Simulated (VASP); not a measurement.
Input for VASP

POSCAR:
```
As
1
    3.7539710000    -1.9176000000     0.0000000000
    3.7539710000     1.9176000000     0.0000000000
    2.7744240000     0.0000000000     3.1736500000
As
2
Direct
  0.2270000000   0.2270000000   0.2270000000
  0.7730000000   0.7730000000   0.7730000000
```

**INCAR**
```
SYSTEM = As
PREC = Accurate
ENCUT = 400
EDIFF = 1E-6
NELM = 100
ALGO = Normal
LREAL = .FALSE.
LASPH = .TRUE.
ISMEAR = 1
SIGMA = 0.1
GGA = PE
LMAXMIX = 4
LWAVE = .FALSE.
LCHARG = .FALSE.
ISIF = 2
```

**KPOINTS**
```
Automatic mesh
0
Monkhorst-Pack
9 8 4
0 0 0
```

POTCAR, in this order: As (PBE.64 set). Program: vasp_std.

The resulting files:

File standard output:
```
 POSCAR found type information on POSCAR As
 POSCAR found :  1 types and       2 ions
 Reading from existing POTCAR
 Reading from existing POTCAR
 LDA part: xc-table for (Slater+PW92), standard interpolation

 -----------------------------------------------------------------------------
|                                                                             |
|           W    W    AA    RRRRR   N    N  II  N    N   GGGG   !!!           |
|           W    W   A  A   R    R  NN   N  II  NN   N  G    G  !!!           |
|           W    W  A    A  R    R  N N  N  II  N N  N  G       !!!           |
|           W WW W  AAAAAA  RRRRR   N  N N  II  N  N N  G  GGG   !            |
|           WW  WW  A    A  R   R   N   NN  II  N   NN  G    G                |
|           W    W  A    A  R    R  N    N  II  N    N   GGGG   !!!           |
|                                                                             |
|     Your reciprocal lattice and k-lattice belong to different lattice       |
|     classes:                                                                |
|                                                                             |
|        The reciprocal lattice is rhombohedral (trigonal),                   |
|        whereas your k-lattice is triclinic.                                 |
|                                                                             |
|     Results are often still useful ...                                      |
|                                                                             |
 -----------------------------------------------------------------------------

 POSCAR, INCAR and KPOINTS ok, starting setup
 WAVECAR not read
 entering main loop
       N       E                     dE             d eps       ncg     rms          rms(c)
DAV:   1     0.257518551047E+02    0.25752E+02   -0.36836E+03  2592   0.741E+02
DAV:   2    -0.826264805550E+01   -0.34015E+02   -0.32991E+02  4061   0.112E+02
DAV:   3    -0.933607783110E+01   -0.10734E+01   -0.10715E+01  2950   0.239E+01
DAV:   4    -0.934163607151E+01   -0.55582E-02   -0.55570E-02  3221   0.187E+00
DAV:   5    -0.934165044259E+01   -0.14371E-04   -0.14371E-04  2948   0.861E-02    0.306E+00
DAV:   6    -0.933399370604E+01    0.76567E-02   -0.52445E-03  2862   0.581E-01    0.184E+00
DAV:   7    -0.933024722886E+01    0.37465E-02   -0.11343E-02  2698   0.884E-01    0.909E-02
DAV:   8    -0.933037274426E+01   -0.12552E-03   -0.47513E-04  2670   0.159E-01    0.365E-02
DAV:   9    -0.933042898774E+01   -0.56243E-04   -0.87657E-05  2867   0.734E-02    0.109E-02
DAV:  10    -0.933042843934E+01    0.54840E-06   -0.78814E-06  2989   0.184E-02
   1 F= -.93304284E+01 E0= -.93304359E+01  d E =0.224544E-04
```

OUTCAR:
```
------------------------ aborting loop because EDIFF is reached ----------------------------------------
  FORCE on cell =-STRESS in cart. coord.  units (eV):
  Direction    XX          YY          ZZ          XY          YZ          ZX
  --------------------------------------------------------------------------------------
  Total       -0.1327287     -0.2529453     -0.2414928      0.0000000      0.0000000      0.0371048
  in kB       -4.6541192     -8.8695013     -8.4679213      0.0000000      0.0000000      1.3010777
  external PRESSURE =      -7.3305139 kB  Pullay stress =       0.0000000 kB
  volume of cell :       45.69
      direct lattice vectors                 reciprocal lattice vectors
     3.753971000 -1.917600000  0.000000000     0.133192292 -0.260742595 -0.116437506
     3.753971000  1.917600000  0.000000000     0.133192292  0.260742595 -0.116437506
     2.774424000  0.000000000  3.173650000     0.000000000  0.000000000  0.315094607
 POSITION                                       TOTAL-FORCE (eV/Angst)
 -----------------------------------------------------------------------------------
      2.33410      0.00000      0.72042        -0.092775      0.000000     -0.028635
      7.94827      0.00000      2.45323         0.092775      0.000000      0.028635
 -----------------------------------------------------------------------------------
    total drift:                               -0.000000      0.000000     -0.000000
  FREE ENERGIE OF THE ION-ELECTRON SYSTEM (eV)
  ---------------------------------------------------
  free  energy   TOTEN  =        -9.3304284393 eV

  energy  without entropy=       -9.3304508937  energy(sigma->0) =       -9.33043592
```
(Selected blocks of OUTCAR.)

Read input and log: which fault does this run have?
(A) NELM is too small, so the electronic loop ends before EDIFF is met
(B) the mesh has unequal divisions along equivalent axes and breaks the lattice's symmetry
(C) selective dynamics freezes every atom
(D) simple mixing (IMIX = 1) with AMIX above 1 overshoots

B, the mesh has unequal divisions along equivalent axes and breaks the lattice's symmetry. The run ends without an error. Against the sound run, the energy per atom (σ→0) rises by 0.009 eV/atom; the pressure rises by 0.18 GPa; the largest force rises by 0.007 eV/Å.

To mend it, correct KPOINTS.
### KPOINTS
```
Automatic mesh
0
Gamma
9 9 9
0 0 0
```
The mended run (PBE GGA, plane waves, VASP's PBE PAW potentials (set 64)) converges, and its OSZICAR ends with
```
   1 F= -.93493373E+01 E0= -.93493395E+01  d E =0.656882E-05
```

The compound is As in the a7 structure. The cell was not relaxed at this level.
